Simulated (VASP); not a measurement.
Crystal: TePb (mix).

```
Te Pb
1.0
     0.00000    3.23100    3.23100
     3.23100    0.00000    3.23100
     3.23100    3.23100    0.00000
Te Pb
1 1
Direct
  0.50000 0.50000 0.50000
  0.00000 0.00000 0.00000
```

| Quantity | Value |
| --- | --- |
| Program | VASP 6.6.1 |
| Task | relaxation of cell and atoms |
| Functional | PBE |
| Potentials or basis | VASP PAW PBE potentials, release 64 (Te, Pb_d) |
| Cutoff | 600 eV |
| k mesh | 8 × 8 × 8 |
| Occupations | gaussian, width 0.02 eV |
| Spin | no spin polarisation |

At the start: pressure 2.1 GPa; volume 33.73 Å³/atom.

Q: Where does the relaxation end?

A: Over 6 steps the energy falls by 10.7 meV/atom and the volume is 35.42 Å³/atom (+5.0 %); space group Fm-3m (No. 225, to 0.05 Å).

The path:
```
step  energy change (eV)  largest force (eV/Å)  pressure (GPa)  volume (Å³)
   1              0.0000                0.0000            2.10        67.46
   2             -0.0196                0.0000           -0.54        71.87
   3             -0.0214                0.0000            0.04        70.84
   4             -0.0214                0.0000           -0.04        70.91
   5             -0.0214                0.0000            0.01        70.83
   6             -0.0214                0.0000            0.01        70.84
```

Final structure:
```
Te Pb
1.0
     0.00000    3.28416    3.28416
     3.28416    0.00000    3.28416
     3.28416    3.28416    0.00000
Te Pb
1 1
Direct
  0.50000 0.50000 0.50000
  0.00000 0.00000 0.00000
```
